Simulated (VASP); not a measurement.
Calculation: PBEsol GGA, VASP's PBE PAW potentials (set 64) (plane waves; VASP 6.6.1).

Input for VASP

**INCAR**
```
# general
SYSTEM =PbTe
PREC   =Accurate
ENCUT  =400
LREAL  =.FALSE.
LASPH  =.TRUE.   # aspherical one-centre terms
ICHARG =11

# electronic loop
EDIFF  =1E-7   # SCF stop (eV)
NELM   =100   # most electronic steps
ALGO   =Normal   # blocked Davidson
LMAXMIX=4

# smearing
ISMEAR =0   # Gaussian
SIGMA  =0.05

# functional
GGA    =PS   # PBEsol

# output
LWAVE  =.FALSE.
LCHARG =.FALSE.
LORBIT =11
```

**POSCAR**
```
PbTe
1.0
  0.0000000000   3.2206376903   3.2206376903
  3.2206376903   0.0000000000   3.2206376903
  3.2206376903   3.2206376903   0.0000000000
Te Pb
1 1
Direct
  0.5000000000   0.5000000000   0.5000000000
  0.0000000000   0.0000000000   0.0000000000
```

**KPOINTS**
```
k-points along high-symmetry lines
15
Line-mode
Reciprocal
  0.000000   0.000000   0.000000 ! GAMMA
  0.500000   0.000000   0.500000 ! X

  0.500000   0.000000   0.500000 ! X
  0.625000   0.250000   0.625000 ! U

  0.375000   0.375000   0.750000 ! K
  0.000000   0.000000   0.000000 ! GAMMA

  0.000000   0.000000   0.000000 ! GAMMA
  0.500000   0.500000   0.500000 ! L

  0.500000   0.500000   0.500000 ! L
  0.500000   0.250000   0.750000 ! W

  0.500000   0.250000   0.750000 ! W
  0.500000   0.000000   0.500000 ! X
```

POTCAR, in this order: Te Pb_d (PBE.64 set). Program: vasp_std. Read from the step before: CHGCAR.

The run wrote:

File OUTCAR:
```
 ion  position               nearest neighbor table
   1  0.500  0.500  0.500-   2 3.22   2 3.22   2 3.22   2 3.22   2 3.22   2 3.22
   2  0.000  0.000  0.000-   1 3.22   1 3.22   1 3.22   1 3.22   1 3.22   1 3.22
  LATTYP: Found a face centered cubic cell.
 ALAT       =     6.4412753806
 Subroutine PRICEL returns:
 Original cell was already a primitive cell.
 Subroutine GETGRP returns: Found 48 space group operations
The static configuration has the point symmetry O_h .
The dynamic configuration has the point symmetry O_h .
 Subroutine INISYM returns: Found 48 space group operations
   k-points           NKPTS =     90   k-points in BZ     NKDIM =     90   number of bands    NBANDS=     14
   number of dos      NEDOS =    301   number of ions     NIONS =      2
   total plane-waves  NPLWV =  27000
   dimension x,y,z NGX =    30 NGY =   30 NGZ =   30
   dimension x,y,z NGXF=    60 NGYF=   60 NGZF=   60
   ions per type =               1   1
   PREC   = accura    normal or accurate (medium, high low for compatibility)
   ISTART =      0    job   : 0-new  1-cont  2-samecut
   ICHARG =     11    charge: 1-file 2-atom 10-const
   ISPIN  =      1    spin polarized calculation?
   LNONCOLLINEAR =      F non collinear calculations
   LSORBIT =      F    spin-orbit coupling
   INIWAV =      1    electr: 0-lowe 1-rand  2-diag
   ENCUT  =  400.0 eV  29.40 Ry    5.42 a.u.   7.43  7.43  7.43*2*pi/ulx,y,z
...
```

**OSZICAR**
```
       N       E                     dE             d eps       ncg     rms          rms(c)
DAV:   1     0.140946417516E+03    0.14095E+03   -0.80788E+03  2520   0.114E+03
DAV:   2     0.162258474273E+01   -0.13932E+03   -0.13649E+03  2616   0.314E+02
DAV:   3    -0.838205657383E+01   -0.10005E+02   -0.97745E+01  3396   0.918E+01
DAV:   4    -0.861235809904E+01   -0.23030E+00   -0.23022E+00  3084   0.174E+01
DAV:   5    -0.861963675917E+01   -0.72787E-02   -0.72785E-02  3508   0.258E+00
DAV:   6    -0.862001819222E+01   -0.38143E-03   -0.38143E-03  3458   0.510E-01
DAV:   7    -0.862002053459E+01   -0.23424E-05   -0.23424E-05  3574   0.406E-02
DAV:   8    -0.862002058171E+01   -0.47123E-07   -0.47143E-07  2896   0.599E-03
   1 F= -.86200206E+01 E0= -.86200206E+01  d E =-.915652E-18
```

File OUTCAR:
```
 val. band max:        5.5864281243   @ k =   0.5000   0.5000   0.5000

 cond. band min:       6.2341591496   @ k =   0.5000   0.5000   0.5000



 k-point     1 :       0.0000    0.0000    0.0000
  band No.  band energies     occupation
      1     -11.0600      2.00000
      2     -11.0600      2.00000
      3     -11.0483      2.00000
      4     -11.0483      2.00000
      5     -11.0483      2.00000
      6      -6.5291      2.00000
      7      -0.0050      2.00000
      8       4.2149      2.00000
      9       4.2149      2.00000
     10       4.2149      2.00000
     11       9.6531      0.00000
     12       9.6531      0.00000
     13       9.6531      0.00000
     14      11.3209      0.00000

 k-point     2 :       0.0357    0.0000    0.0357
  band No.  band energies     occupation
      1     -11.0606      2.00000
      2     -11.0599      2.00000
      3     -11.0485      2.00000
      4     -11.0480      2.00000
      5     -11.0480      2.00000
      6      -6.5142      2.00000
      7      -0.0576      2.00000
      8       4.1910      2.00000
      9       4.1910      2.00000
     10       4.3019      2.00000
     11       9.3959      0.00000
     12       9.6500      0.00000
     13       9.6500      0.00000
     14      11.2012      0.00000

 k-point     3 :       0.0714    0.0000    0.0714
  band No.  band energies     occupation
      1     -11.0622      2.00000
      2     -11.0594      2.00000
      3     -11.0489      2.00000
      4     -11.0471      2.00000
      5     -11.0471      2.00000
      6      -6.4695      2.00000
      7      -0.2013      2.00000
      8       4.1217      2.00000
      9       4.1217      2.00000
     10       4.5421      2.00000
     11       8.7961      0.00000
     12       9.6494      0.00000
     13       9.6494      0.00000
     14      10.9330      0.00000

 k-point     4 :       0.1071    0.0000    0.1071
  band No.  band energies     occupation
      1     -11.0649      2.00000
...
```

The density is held fixed in this step, so its total energy and stress have no physical meaning. Unless said otherwise, spin-orbit coupling is left out, though it shifts the bands of the heavy elements here.

The compound is PbTe in the rock salt structure. It was relaxed first.
